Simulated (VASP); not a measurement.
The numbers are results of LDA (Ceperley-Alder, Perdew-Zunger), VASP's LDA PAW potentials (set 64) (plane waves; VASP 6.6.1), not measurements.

Gaps are without spin-orbit coupling.

**Question.** Order these relaxed crystals by band gap, smallest first: ZnCdSeS, P3m1 (156); Si2N2O, Cmc2_1 (36); AlPO4, I-4 (82); CdI2, P-3m1 (164).

**Answer.** ZnCdSeS, P3m1 (156) (0.57 eV), CdI2, P-3m1 (164) (2.21 eV), Si2N2O, Cmc2_1 (36) (4.97 eV), AlPO4, I-4 (82) (5.66 eV)
